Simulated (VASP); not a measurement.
Input:

```
ZnP2Si
1.0
   -2.68522     2.68522     5.22759
    2.68522    -2.68522     5.22759
    2.68522     2.68522    -5.22759
Zn Si P
2 2 4
Direct
  0.00000   0.00000   0.00000
  0.75000   0.25000   0.50000
  0.50000   0.50000   0.00000
  0.25000   0.75000   0.50000
  0.87500   0.85799   0.48299
  0.14201   0.62500   0.01701
  0.37500   0.39201   0.51701
  0.60799   0.12500   0.98299
```

Method: r2SCAN meta-GGA, VASP's PBE PAW potentials (set 64) (plane waves; VASP). Numerical set-up: 400 eV cut-off, 7×7×7 Γ-centred mesh, tetrahedra with Blöchl corrections, potentials Zn Si P.

Q: The job: ZnSiP$_{2}$ (chalcopyrite), 8 atoms, r2SCAN, static run, 400 eV, 7×7×7 Γ-centred mesh. Roughly how much core time does it take on a busy server core?

A: About 40 core-minutes (one run on a shared machine, a rough figure). It had 40 irreducible k-points, 31 bands, up to 2761 plane waves and 25 electronic steps.

The compound is ZnSiP2 in the chalcopyrite structure. It was relaxed first.
